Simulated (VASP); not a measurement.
VASP runs on CsCl (CsCl type) share one base input (PBE GGA, plane waves, VASP's PBE PAW potentials (set 64)) and change the settings named in each case.

### POSCAR
```
CsCl
1
    4.1200000000     0.0000000000     0.0000000000
    0.0000000000     4.1200000000     0.0000000000
    0.0000000000     0.0000000000     4.1200000000
Cs Cl
1 1
Direct
  0.0000000000   0.0000000000   0.0000000000
  0.5000000000   0.5000000000   0.5000000000
```

### INCAR
```
# general
SYSTEM  = CsCl
PREC    = Accurate
ENCUT   = 400
LREAL   = .FALSE.
LASPH   = .TRUE.

# electronic loop
EDIFF   = 1E-6
NELM    = 100
ALGO    = Normal
LMAXMIX = 4

# smearing
ISMEAR  = 0
SIGMA   = 0.05

# functional
GGA     = PE

# ions
ISIF    = 2

# output
LWAVE   = .FALSE.
LCHARG  = .FALSE.
```

KPOINTS:
```
Automatic mesh
0
Gamma
6 6 6
0 0 0
```

POTCAR, in this order: Cs_sv Cl (PBE.64 set). Program: vasp_std.

```json
[
 {"change": "base run", "E(σ→0) (eV/atom)": "-3.2629", "irreducible k-points": "20"},
 {"change": "KPOINTS 3×3×3 Monkhorst-Pack mesh", "E(σ→0) (eV/atom)": "-3.2601", "irreducible k-points": "4"},
 {"change": "KPOINTS 4×4×4 Monkhorst-Pack mesh", "E(σ→0) (eV/atom)": "-3.2631", "irreducible k-points": "4"},
 {"change": "KPOINTS 5×5×5 Monkhorst-Pack mesh", "E(σ→0) (eV/atom)": "-3.2629", "irreducible k-points": "10"},
 {"change": "KPOINTS 8×8×8 Monkhorst-Pack mesh", "E(σ→0) (eV/atom)": "-3.2629", "irreducible k-points": "20"}
]
```
 Unless said otherwise, spin-orbit coupling is left out, though it shifts the bands of the heavy elements here.

Left out are runs that ran out of time, are held back, or changed the cell or the kind of run, fixed moments of cells without a moment, rows past the twelfth, gaps on odd meshes, pressures of charged cells and columns that move by less than the noise.

The compound is CsCl in the CsCl type structure. The cell was not relaxed at this level.
